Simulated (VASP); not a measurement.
**TaAs: input slips in a relaxation and what they do**

Some relaxations of TaAs get a fault in the input on purpose. Which of them show, and how? The starting structure is a computed structure from the Materials Project. The first relaxation on each setting starts from this cell expanded by 3 % in volume.

Main program and level: VASP 6.6.1; Kohn-Sham DFT with plane waves and PAW; PBEsol.

## 1. Set-up

The structure is tetragonal, space group I4_1md (No. 109). The conventional cell has a = 3.444 Å, b = 3.444 Å, c = 11.736 Å, α = 90.00°, β = 90.00°, γ = 90.00°. Nearest to Ta lie 6 As at 2.61 to 2.62 Å. Nearest to As lie 6 Ta at 2.61 to 2.62 Å. Farther neighbours are not listed.

## 2. Reference relaxation

This run starts from the cell of an earlier relaxation, which isn't shown; the restart sets up the plane waves anew.

INCAR reads:

```
SYSTEM = TaAs
PREC = Accurate
ENCUT = 450
EDIFF = 1E-06
NELM = 100
ISMEAR = 0
SIGMA = 0.03
LREAL = .FALSE.
ALGO = Normal
GGA = PS
NBANDS = 22
LASPH = .TRUE.
LORBIT = 11
LWAVE = .FALSE.
LCHARG = .FALSE.
KPAR = 8
IBRION = 2
NSW = 50
ISIF = 3
EDIFFG = -0.006
```

POSCAR reads:

```
TaAs
1.0
    0.0000000000     -3.4281282481      0.0000000000
   -3.4281282481      0.0000000000      0.0000000000
    1.7140641240     -1.7140641240     -5.8201304982
Ta As
2 2
Direct
    0.5002576402      0.4997423598      0.9994847196
    0.2502576402      0.2497423598      0.4994847196
    0.0823417798      0.9176582202      0.8353164404
    0.8323417798      0.6676582202      0.3353164404
```

KPOINTS reads:

```
Automatic mesh
0
Gamma
6 6 6
0 0 0
```

The projector-augmented-wave data sets are Ta_pv and As (PBE family, release 64).

On the command line:

```console
$ mpirun -np 8 vasp_std
```

What it wrote:

```text
[banner, memory and clock lines left out]
running    8 mpi-ranks, on    1 nodes
 distrk:  each k-point on    1 cores,    8 groups
 distr:  one band on    1 cores,    1 groups

 POSCAR found type information on POSCAR TaAs
 POSCAR found :  2 types and       4 ions
|                                                                             |
|           W    W    AA    RRRRR   N    N  II  N    N   GGGG   !!!           |
|           W    W   A  A   R    R  NN   N  II  NN   N  G    G  !!!           |
|           W    W  A    A  R    R  N N  N  II  N N  N  G       !!!           |
|           W WW W  AAAAAA  RRRRR   N  N N  II  N  N N  G  GGG   !            |
|           WW  WW  A    A  R   R   N   NN  II  N   NN  G    G                |
|           W    W  A    A  R    R  N    N  II  N    N   GGGG   !!!           |
|                                                                             |
|     For optimal performance we recommend to set                             |
|       NCORE = 2 up to number-of-cores-per-socket                            |
|     NCORE specifies how many cores store one orbital (NPAR=cpu/NCORE).      |
|     This setting can greatly improve the performance of VASP for DFT.       |
|     The default, NCORE=1 might be grossly inefficient on modern             |
|     multi-core architectures or massively parallel machines. Do your        |
|     Unfortunately you need to use the default for GW and RPA                |
|     calculations (for HF NCORE is supported but not extensively tested      |
|     yet).                                                                   |
|                                                                             |

|                                                                             |
|               ----> ADVICE to this user running VASP <----                  |
|                                                                             |
|     You enforced a specific xc type in the INCAR file but a different       |
|     [... a line on the potential file left out ...]
|     I HOPE YOU KNOW WHAT YOU ARE DOING!                                     |
|                                                                             |

 LDA part: xc-table for (Slater+PW92), standard interpolation
 POSCAR, INCAR and KPOINTS ok, starting setup
 FFT: planning ... GRIDC
 FFT: planning ... GRID_SOFT
 FFT: planning ... GRID
 WAVECAR not read
 entering main loop
       N       E                     dE             d eps       ncg     rms          rms(c)
DAV:   1     0.220768911044E+03    0.22077E+03   -0.15519E+04  1320   0.126E+03
DAV:   2    -0.301293536787E+02   -0.25090E+03   -0.24106E+03  1538   0.350E+02
DAV:   3    -0.393692856095E+02   -0.92399E+01   -0.89949E+01  1680   0.607E+01
DAV:   4    -0.395235961486E+02   -0.15431E+00   -0.15334E+00  1646   0.727E+00
DAV:   5    -0.395266148789E+02   -0.30187E-02   -0.30170E-02  1682   0.834E-01    0.222E+01
DAV:   6    -0.378388885171E+02    0.16877E+01   -0.49824E+00  1634   0.137E+01    0.954E+00
DAV:   7    -0.377212393072E+02    0.11765E+00   -0.50809E-01  1830   0.454E+00    0.259E+00
DAV:   8    -0.377019089083E+02    0.19330E-01   -0.45170E-02  1626   0.102E+00    0.251E-01
DAV:   9    -0.377016352773E+02    0.27363E-03   -0.32620E-03  1668   0.310E-01    0.105E-01
DAV:  10    -0.377015982637E+02    0.37014E-04   -0.29373E-04  1602   0.142E-01    0.171E-02
DAV:  11    -0.377015962489E+02    0.20148E-05   -0.31574E-05  1706   0.281E-02    0.118E-02
DAV:  12    -0.377015933794E+02    0.28695E-05   -0.87780E-06  1650   0.204E-02    0.104E-03
DAV:  13    -0.377015933478E+02    0.31521E-07   -0.32164E-07   900   0.377E-03
   1 F= -.37701593E+02 E0= -.37701576E+02  d E =-.377016E+02
 curvature:   0.00 expect dE= 0.000E+00 dE for cont linesearch  0.000E+00
 trial: gam= 0.00000 g(F)=  0.439E-05 g(S)=  0.701E-05 ort = 0.000E+00 (trialstep = 0.100E+01)
 search vector abs. value=  0.114E-04
 reached required accuracy - stopping structural energy minimisation
```

The job ended after 5.2 s (8 MPI ranks of Intel Xeon 6975P-C (Granite Rapids), shared host; peak memory 1.5 GiB; 34 s of CPU time).

The logs omit lines about the potential files and the build; timing stands in the text.

Parts of OUTCAR (step 2):

```text
ion  position               nearest neighbor table
   1  0.500  0.500  0.999-   4 2.60   4 2.60   3 2.61   3 2.61   3 2.61   3 2.61   2 3.38   2 3.38
                             2 3.38   2 3.38
   2  0.250  0.250  0.499-   3 2.60   3 2.60   4 2.61   4 2.61   4 2.61   4 2.61   1 3.38   1 3.38
                             1 3.38   1 3.38
   3  0.082  0.918  0.835-   2 2.60   2 2.60   1 2.61   1 2.61   1 2.61   1 2.61
   4  0.832  0.668  0.335-   1 2.60   1 2.60   2 2.61   2 2.61   2 2.61   2 2.61

  LATTYP: Found a body centered tetragonal cell.
 ALAT       =     3.4281282481
 C/A-ratio  =     3.3955150315

 Subroutine GETGRP returns: Found  8 space group operations
 (whereof  4 operations were pure point group operations)

The static configuration has the point symmetry C_2v.
 The point group associated with its full space group is C_4v.

 Found     30 irreducible k-points:

   k-points           NKPTS =     30   k-points in BZ     NKDIM =     30   number of bands    NBANDS=     22

   dimension x,y,z NGX =    24 NGY =   24 NGZ =   48
   dimension x,y,z NGXF=    48 NGYF=   48 NGZF=   96

   ENCUT  =  450.0 eV  33.07 Ry    5.75 a.u.   5.93  5.93 10.91*2*pi/ulx,y,z

   NELECT =      32.0000    total number of electrons

 k-points in reciprocal lattice and weights: Automatic mesh
   0.00000000  0.00000000  0.00000000       0.005
   0.16666667  0.00000000  0.00000000       0.037
   0.33333333  0.00000000  0.00000000       0.037
   0.50000000  0.00000000  0.00000000       0.019
   0.16666667  0.16666667  0.00000000       0.019
   0.33333333  0.16666667  0.00000000       0.074
   0.50000000  0.16666667  0.00000000       0.074
  -0.33333333  0.16666667  0.00000000       0.074
  -0.16666667  0.16666667  0.00000000       0.037
[...]
-0.16666667  0.16666667  0.33333333       0.019
   0.00000000  0.00000000  0.50000000       0.005

 average (electrostatic) potential at core
       1 -35.8895       2 -35.8895       3 -47.4923       4 -47.4923

 E-fermi :   6.9451

 k-point     1 :       0.0000    0.0000    0.0000
  band No.  band energies     occupation
    ...
     12       4.4969      2.00000
     13       4.5701      2.00000
     14       4.9923      2.00000
     15       5.3461      2.00000
     16       5.3461      2.00000
     17       7.8932      0.00000
     18       8.5787      0.00000
     19       9.3706      0.00000
     20      10.1457      0.00000
     21      10.1457      0.00000
    ...

 k-point     2 :       0.1667    0.0000    0.0000
  band No.  band energies     occupation
    ...
     12       4.2367      2.00000
     13       4.8052      2.00000
     14       5.0302      2.00000
     15       5.1768      2.00000
     16       5.8325      2.00000
     17       7.5256      0.00000
     18       8.1725      0.00000
     19       8.8805      0.00000
     20       9.5718      0.00000
     21      10.0654      0.00000
    ...

 k-point     3 :       0.3333    0.0000    0.0000
  band No.  band energies     occupation
    ...
     12       3.7515      2.00000
     13       4.7093      2.00000
     14       4.9874      2.00000
     15       5.2430      2.00000
     16       6.5807      2.00000
     17       7.1689      0.00000
     18       8.2880      0.00000
     19       8.5313      0.00000
     20       9.2511      0.00000
     21       9.8013      0.00000
    ...

  Total        0.0165158      0.0165158     -0.0059638      0.0000000      0.0000000     -0.0000000
  in kB        0.3868690      0.3868690     -0.1396975      0.0000000      0.0000000     -0.0000000
  external PRESSURE =       0.2113468 kB  Pullay stress =       0.0000000 kB

  energy-cutoff  :      450.00
  volume of cell :       68.40
      direct lattice vectors                 reciprocal lattice vectors
     0.000000000 -3.428128248  0.000000000     0.000000000 -0.291704373  0.085908727
    -3.428128248  0.000000000  0.000000000    -0.291704373  0.000000000 -0.085908727
     1.714064124 -1.714064124 -5.820130498     0.000000000  0.000000000 -0.171817453

 POSITION                                       TOTAL-FORCE (eV/Angst)
 -----------------------------------------------------------------------------------
     -0.00000     -3.42813     -5.81713        -0.000000      0.000000     -0.004770
     -0.00000     -1.71406     -2.90707        -0.000000      0.000000     -0.004770
     -1.71406     -1.71406     -4.86165         0.000000     -0.000000      0.004770
     -1.71406     -3.42813     -1.95159         0.000000     -0.000000      0.004770
 -----------------------------------------------------------------------------------
    total drift:                                0.000000     -0.000000      0.000111

  FREE ENERGIE OF THE ION-ELECTRON SYSTEM (eV)
  ---------------------------------------------------
  free  energy   TOTEN  =       -37.7015933478 eV

  energy  without entropy=      -37.7015596225  energy(sigma->0) =      -37.70157649

 reached required accuracy - stopping structural energy minimisation

 total charge
# of ion       s       p       d       tot
------------------------------------------
    1        0.280   6.168   2.416   8.863
    2        0.280   6.168   2.416   8.863
    3        1.191   1.686   0.085   2.962
    4        1.191   1.686   0.085   2.962
--------------------------------------------------
tot          2.941  15.708   5.002  23.651

[... 3 further parts left out ...]
```

CONTCAR:

```
TaAs
   1.00000000000000
     0.0000000000000000   -3.4281282481000002    0.0000000000000000
    -3.4281282481000002    0.0000000000000000    0.0000000000000000
     1.7140641240000001   -1.7140641240000001   -5.8201304982000002
  Ta              As
     2     2
Direct
     0.5002576401999974    0.4997423598000026    0.9994847195999981
     0.2502576401999974    0.2497423598000026    0.4994847195999981
     0.0823417797999966    0.9176582202000034    0.8353164403999997
     0.8323417797999966    0.6676582202000034    0.3353164403999997
```

The PAW data sets were made with PBE, which is usual practice but a small mismatch for other functionals. The run keeps the 8 symmetry operations of its start, so it cannot find a distortion of lower symmetry.

The reference relaxation ends at 17.100 Å³ an atom.

## 3. Relaxation with a loose energy criterion for the relaxation

A slip made on purpose: a loose energy criterion for the relaxation. Against step 2 the input has EDIFFG = 0.1 (also changed: NELM).

INCAR, as its differences from that of step 2:

```diff
@@ -4,3 +4,3 @@
 EDIFF = 1E-06
-NELM = 100
+NELM = 60
 ISMEAR = 0
@@ -19,2 +19,2 @@
 ISIF = 3
-EDIFFG = -0.006
+EDIFFG = 0.1
```

POSCAR reads:

```
TaAs
1.0
    0.0000000000     -3.4777242560      0.0000000000
   -3.4777242560      0.0000000000      0.0000000000
    1.7388621280     -1.7388621280     -5.9260437458
Ta As
2 2
Direct
    0.4999673000      0.5000327000      0.0000654000
    0.2499673000      0.2500327000      0.5000654000
    0.0826321200      0.9173678800      0.8347357600
    0.8326321200      0.6673678800      0.3347357600
```

KPOINTS is that of step 2.

On the command line:

```console
$ mpirun -np 8 vasp_std
```

What it wrote:

```text
[banner, memory and clock lines left out]
running    8 mpi-ranks, on    1 nodes
[...]
[... a notice as in an earlier step ...]

 [... a notice as in an earlier step ...]

 LDA part: xc-table for (Slater+PW92), standard interpolation
 POSCAR, INCAR and KPOINTS ok, starting setup
[...]
entering main loop
       N       E                     dE             d eps       ncg     rms          rms(c)
DAV:   1     0.213708169005E+03    0.21371E+03   -0.15343E+04  1320   0.124E+03
DAV:   2    -0.303333655316E+02   -0.24404E+03   -0.23398E+03  1538   0.339E+02
DAV:   3    -0.394348418614E+02   -0.91015E+01   -0.88868E+01  1724   0.590E+01
DAV:   4    -0.395879412785E+02   -0.15310E+00   -0.15218E+00  1606   0.728E+00
[...]
DAV:  11    -0.376168291913E+02    0.29172E-05   -0.27328E-05  1758   0.265E-02    0.121E-02
DAV:  12    -0.376168263831E+02    0.28082E-05   -0.89149E-06  1642   0.201E-02    0.148E-03
DAV:  13    -0.376168263701E+02    0.13040E-07   -0.39803E-07   882   0.413E-03
[...]
DAV:  10    -0.373606284417E+02    0.27285E-06   -0.12335E-06  1040   0.785E-03
   2 F= -.37360628E+02 E0= -.37360623E+02  d E =0.256198E+00
 trial-energy change:    0.256198  1 .order    0.291018   -0.472824    1.054861
 step:   0.3402(harm=  0.3095)  dis= 0.00046  next Energy=   -37.698625 (dE=-0.818E-01)
[...]
N       E                     dE             d eps       ncg     rms          rms(c)
DAV:   1    -0.388254799966E+02   -0.14649E+01   -0.37309E+01  1386   0.601E+01    0.934E+00
DAV:   2    -0.378929464296E+02    0.93253E+00   -0.19794E+00  1380   0.112E+01    0.343E+00
DAV:   3    -0.377138097908E+02    0.17914E+00   -0.44333E-01  1600   0.501E+00    0.689E-01
DAV:   4    -0.377018880492E+02    0.11922E-01   -0.36932E-02  1584   0.116E+00    0.330E-01
DAV:   5    -0.377017729172E+02    0.11513E-03   -0.52620E-03  1600   0.569E-01    0.225E-01
DAV:   6    -0.377018020268E+02   -0.29110E-04   -0.74134E-04  1578   0.177E-01    0.582E-02
DAV:   7    -0.377018054476E+02   -0.34208E-05   -0.43248E-05  1568   0.360E-02    0.183E-02
DAV:   8    -0.377018052121E+02    0.23546E-06   -0.47765E-06  1532   0.143E-02
   3 F= -.37701805E+02 E0= -.37701784E+02  d E =-.849788E-01
[...]
reached required accuracy - stopping structural energy minimisation
```

Wall time 9.2 s (8 MPI ranks); peak memory 1.6 GiB.

From OUTCAR (step 3):

```text
  Total       -0.0116912     -0.0116912     -0.3158490      0.0000000      0.0000000      0.0000000
  in kB       -0.2733185     -0.2733185     -7.3839592      0.0000000      0.0000000      0.0000000
  external PRESSURE =      -2.6435321 kB  Pullay stress =       0.0000000 kB

 POSITION                                       TOTAL-FORCE (eV/Angst)
 -----------------------------------------------------------------------------------
      0.00000     -3.42489     -5.84259        -0.000000     -0.000000      0.031313
      0.00000     -1.71244     -2.92128         0.000000      0.000000      0.031313
     -1.71244     -1.71244     -4.87746        -0.000000     -0.000000     -0.031313
     -1.71244     -3.42489     -1.95615         0.000000      0.000000     -0.031313
 -----------------------------------------------------------------------------------
    total drift:                                0.000000     -0.000000     -0.000113

  FREE ENERGIE OF THE ION-ELECTRON SYSTEM (eV)
  ---------------------------------------------------
  free  energy   TOTEN  =       -37.7018052121 eV

  energy  without entropy=      -37.7017637526  energy(sigma->0) =      -37.70178448

[... 2 parts as in an earlier step ...]

[... 2 further parts left out ...]
[key lines of the parts left out:]
E-fermi :   6.9378
```

With a loose energy criterion for the relaxation the cell ends at 17.133 Å³ an atom, +0.20 % from the reference, a by -0.1 % and c by +0.4 %.

## 4. Relaxation with one electron too many

A slip made on purpose: one electron too many. Against step 2 the input has NELECT = 33 (also changed: NELM).

INCAR, as its differences from that of step 3:

```diff
@@ -19,2 +19,3 @@
 ISIF = 3
-EDIFFG = 0.1
+EDIFFG = -0.006
+NELECT = 33
```

POSCAR is that of step 3.

KPOINTS is that of step 3.

On the command line:

```console
$ mpirun -np 8 vasp_std
```

What it wrote:

```text
[... set-up lines as in an earlier step ...]
 entering main loop
       N       E                     dE             d eps       ncg     rms          rms(c)
DAV:   1     0.230019117264E+03    0.23002E+03   -0.15642E+04  1320   0.127E+03
DAV:   2    -0.219135559964E+02   -0.25193E+03   -0.24287E+03  1538   0.348E+02
DAV:   3    -0.316603742845E+02   -0.97468E+01   -0.95478E+01  1724   0.610E+01
DAV:   4    -0.318265337250E+02   -0.16616E+00   -0.16261E+00  1606   0.756E+00
DAV:   5    -0.318305479332E+02   -0.40142E-02   -0.40094E-02  1648   0.949E-01BRMIX: very serious problems
 the old and the new charge density differ
 old charge density:    32.00000 new   33.00000
BRMIX: very serious problems
 the old and the new charge density differ
 old charge density:    32.00000 new   33.00000
BRMIX: very serious problems
 the old and the new charge density differ
 old charge density:    32.00000 new   33.00000
BRMIX: very serious problems
 the old and the new charge density differ
 old charge density:    32.00000 new   33.00000
BRMIX: very serious problems
 the old and the new charge density differ
[...]
DAV:  10    -0.306630320182E+02    0.33732E-04   -0.40200E-04  1538   0.158E-01    0.182E-02
DAV:  11    -0.306630269174E+02    0.51009E-05   -0.36774E-05  1784   0.301E-02    0.117E-02
DAV:  12    -0.306630235498E+02    0.33675E-05   -0.10863E-05  1612   0.233E-02    0.839E-04
DAV:  13    -0.306630235238E+02    0.26022E-07   -0.30921E-07   912   0.382E-03
   1 F= -.30663024E+02 E0= -.30662288E+02  d E =-.306630E+02
[... from here on, the cycles between the ionic steps are left out ...]
   2 F= -.30425145E+02 E0= -.30424403E+02  d E =0.237879E+00
   3 F= -.30925596E+02 E0= -.30924860E+02  d E =-.262573E+00
   4 F= -.30925874E+02 E0= -.30925139E+02  d E =-.262851E+00
   5 F= -.30925818E+02 E0= -.30925082E+02  d E =-.262795E+00
   6 F= -.30927200E+02 E0= -.30926452E+02  d E =-.138225E-02
   7 F= -.30927221E+02 E0= -.30926471E+02  d E =-.140282E-02
   8 F= -.30927223E+02 E0= -.30926474E+02  d E =-.241924E-05
   9 F= -.30927304E+02 E0= -.30926555E+02  d E =-.833871E-04
  10 F= -.30927304E+02 E0= -.30926554E+02  d E =-.829492E-04
  11 F= -.30927315E+02 E0= -.30926566E+02  d E =-.112277E-04
 trial-energy change:   -0.000011  1 .order   -0.000011   -0.000016   -0.000007
 step:   1.4279(harm=  1.4279)  dis= 0.00062  next Energy=   -30.927318 (dE=-0.140E-04)
 reached required accuracy - stopping structural energy minimisation
```

Run time: 24 s. Hardware: 8 MPI ranks; peak memory 1.6 GiB.

From OUTCAR (step 4):

```text
  Total       -0.0145331     -0.0145331     -0.0020088      0.0000000      0.0000000      0.0000000
  in kB       -0.2976826     -0.2976826     -0.0411472      0.0000000      0.0000000      0.0000000
  external PRESSURE =      -0.2121708 kB  Pullay stress =       0.0000000 kB

 POSITION                                       TOTAL-FORCE (eV/Angst)
 -----------------------------------------------------------------------------------
      0.00000     -3.57371     -6.11934        -0.000000      0.000000     -0.003097
      0.00000     -1.78686     -3.05706        -0.000000      0.000000     -0.003097
     -1.78686     -1.78686     -5.11802         0.000000     -0.000000      0.003097
     -1.78686     -3.57371     -2.05574         0.000000     -0.000000      0.003097
 -----------------------------------------------------------------------------------
    total drift:                               -0.000008      0.000008      0.000248

  FREE ENERGIE OF THE ION-ELECTRON SYSTEM (eV)
  ---------------------------------------------------
  free  energy   TOTEN  =       -30.9273150312 eV

  energy  without entropy=      -30.9258172720  energy(sigma->0) =      -30.92656615

[... 2 parts as in an earlier step ...]

[... 2 further parts left out ...]
[key lines of the parts left out:]
E-fermi :   6.4788
```

Logs of long relaxations may skip ionic steps without a mark.

With one electron too many the cell ends at 19.555 Å³ an atom, +14.36 % from the reference.

(Part 1 of 2 ends here.)

[Lines on the potential files, build, host, timing and source positions are cut from VASP's logs without a mark.]

[Logs are printed without paths, hosts, clocks, repeated set-up lines and the standing remarks that a program may print on its own settings, such as how far it seeks lower states.]

[Hosts, paths, dates, database ids (printed as entryN), source tags and the programs' standing remarks are cut or masked in the printed files.]
